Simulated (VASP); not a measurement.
Method: HSE06 screened hybrid, VASP's PBE PAW potentials (set 64) (plane waves; VASP).

Input for VASP

**INCAR**
```
SYSTEM = Ga32As31Si
PREC = Normal
ENCUT = 400
EDIFF = 1E-5
NELM = 50
ALGO = Normal
LREAL = Auto
LASPH = .TRUE.
ISMEAR = 0
SIGMA = 0.05
GGA = PE
LMAXMIX = 4
LWAVE = .FALSE.
LCHARG = .FALSE.
NELMIN = 4
ISYM = 0
NELECT = 254.0
HFSCREEN = 0.2
AEXX = 0.25
LHFCALC = .TRUE.
PRECFOCK = Fast
ISIF = 0
```

**KPOINTS**
```
kpoints
0
G
1 1 1
```

File POSCAR:
```
Ga32As31Si
1
   11.5222104212     0.0000000000     0.0000000000
    0.0000000000    11.5222104212     0.0000000000
    0.0000000000     0.0000000000    11.5222104212
Ga As Si
32 31 1
Direct
  0.5004622500   0.0001829001   0.0008678822
  0.7498424969   0.2500001146   0.0012441912
  0.7500024860   0.0008178653   0.2500987140
  0.9999889153   0.9997704326   0.0002553982
  0.2506415358   0.2500537826   0.0009176400
  0.5001328077   0.4996583588   0.0012500987
  0.7496413730   0.7493605417   0.0007582494
  0.2501497523   0.9998604432   0.2504547408
  0.5040667668   0.2535772741   0.2552252022
  0.7458162358   0.4955919863   0.2545937319
  0.4999719447   0.0004615511   0.5002920440
  0.7465480854   0.2533189353   0.4971645696
  0.7498774191   0.9997912483   0.7502370385
  0.9996046457   0.4992434737   0.0008104297
  0.2500843143   0.7496355259   0.0002539161
  0.9990027578   0.2500316099   0.2501752173
  0.2511012802   0.4998055200   0.2501963300
  0.5001858175   0.7488732633   0.2503708130
  0.9997374561   0.9999199515   0.4999394785
  0.2506231082   0.2498563256   0.5001963912
  0.5035032616   0.4958547898   0.4974010036
  0.7499331577   0.7488532324   0.4999690523
  0.2501283539   0.9997288636   0.7502131889
  0.4999937194   0.2497870243   0.7496126286
  0.7500109755   0.5000010847   0.7495196162
  0.9997493912   0.7493950673   0.2506130955
  0.9992168639   0.4999952187   0.4999847042
  0.2504311227   0.7493946006   0.4998177508
  0.9999277687   0.2498933775   0.7503761534
  0.2499701057   0.4994260603   0.7503647821
  0.5004127107   0.7495959608   0.7503189167
  0.0000249587   0.7497133859   0.7501449946
  0.6242690798   0.1256605100   0.1255295486
  0.8744662936   0.3758036388   0.1254015930
  0.8746399649   0.1254887458   0.3755068203
  0.1249245538   0.1252307191   0.1250692208
  0.3755882433   0.3744463138   0.1255950120
  0.6255313293   0.6247295518   0.1253599230
  0.8749054614   0.8750702057   0.1250589161
  0.3749673687   0.1251427989   0.3745608816
  0.8746273386   0.6248373049   0.3742398022
  0.6255056196   0.1252414700   0.6248574992
  0.8749265382   0.3747468232   0.6248868126
  0.8747310038   0.1252488879   0.8751219437
  0.1249934337   0.6249796575   0.1250530089
  0.3750810435   0.8750054587   0.1250809071
  0.1249719910   0.3752095572   0.3748212148
  0.3754166570   0.6247131765   0.3755978604
  0.6250160565   0.8751745892   0.3748861309
  0.1248446290   0.1251607743   0.6249078378
  0.3748544590   0.3755910105   0.6250735069
  0.6243918829   0.6250479253   0.6248707885
  0.8748050010   0.8750459807   0.6248015347
  0.3750750074   0.1251205225   0.8751383889
  0.6249846800   0.3751528834   0.8750207937
  0.8749712191   0.6250813547   0.8751294745
  0.1249259889   0.8750641841   0.3748507221
  0.1250431531   0.6250504883   0.6248462385
  0.3750863011   0.8749267662   0.6249449595
  0.1249659471   0.3751195621   0.8753074302
  0.3750873609   0.6249214301   0.8750695050
  0.6249738602   0.8751983662   0.8751931524
  0.1249790130   0.8750778889   0.8749395967
  0.6248806824   0.3754106840   0.3759230119
```

POTCAR, in this order: Ga As Si (PBE.64 set). Program: vasp_gam. Read from the step before: WAVECAR.

The run wrote:

### OSZICAR
```
       N       E                     dE             d eps       ncg     rms          rms(c)
DAV:   1    -0.312920918297E+03   -0.31292E+03   -0.22096E+01   320   0.126E+01    0.139E+01
DAV:   2    -0.313079669355E+03   -0.15875E+00   -0.56253E-01   352   0.115E+00    0.924E+00
DAV:   3    -0.313038896618E+03    0.40773E-01   -0.37108E-02   360   0.344E-01    0.543E+00
DAV:   4    -0.313015889326E+03    0.23007E-01   -0.19146E-02   368   0.240E-01    0.307E+00
DAV:   5    -0.313008412865E+03    0.74765E-02   -0.69137E-03   368   0.139E-01    0.172E+00
DAV:   6    -0.313006033669E+03    0.23792E-02   -0.19667E-03   360   0.724E-02    0.965E-01
DAV:   7    -0.313005292372E+03    0.74130E-03   -0.88776E-04   352   0.415E-02    0.534E-01
DAV:   8    -0.313005103235E+03    0.18914E-03   -0.53411E-04   352   0.247E-02    0.292E-01
DAV:   9    -0.313005076185E+03    0.27050E-04   -0.35331E-04   344   0.152E-02    0.160E-01
DAV:  10    -0.313005088051E+03   -0.11866E-04   -0.24792E-04   264   0.108E-02    0.906E-02
DAV:  11    -0.313005104020E+03   -0.15969E-04   -0.17615E-04   232   0.939E-03    0.512E-02
DAV:  12    -0.313005115537E+03   -0.11517E-04   -0.11787E-04   192   0.757E-03    0.318E-02
DAV:  13    -0.313005122266E+03   -0.67294E-05   -0.77581E-05   192   0.654E-03
   1 F= -.31300512E+03 E0= -.31300280E+03  d E =-.464977E-02
```

**OUTCAR**
```
------------------------ aborting loop because EDIFF is reached ----------------------------------------
  volume of cell :     1529.70
      direct lattice vectors                 reciprocal lattice vectors
    11.522210421  0.000000000  0.000000000     0.086788903  0.000000000  0.000000000
     0.000000000 11.522210421  0.000000000     0.000000000  0.086788903  0.000000000
     0.000000000  0.000000000 11.522210421     0.000000000  0.000000000  0.086788903
  FREE ENERGIE OF THE ION-ELECTRON SYSTEM (eV)
  ---------------------------------------------------
  free  energy   TOTEN  =      -313.0051222662 eV

  energy  without entropy=     -313.0004724943  energy(sigma->0) =     -313.00279738

  exchange ACFDT corr.  =         0.00000000  see jH, gK, PRB 81, 115126
```
(Selected blocks of OUTCAR.)

The cell is charged, with a uniform compensating background. The supercell is sampled at Γ alone, which is coarse: total energies, pressure and levels can be off, energies of defects by several tenths of an eV.

The cell is a supercell with a defect, built from GaAs (zinc blende): Si_As, charge +1. The cell's shape comes from a PBE relaxation. The run is not spin-polarised, so no state with unpaired spins was tried.
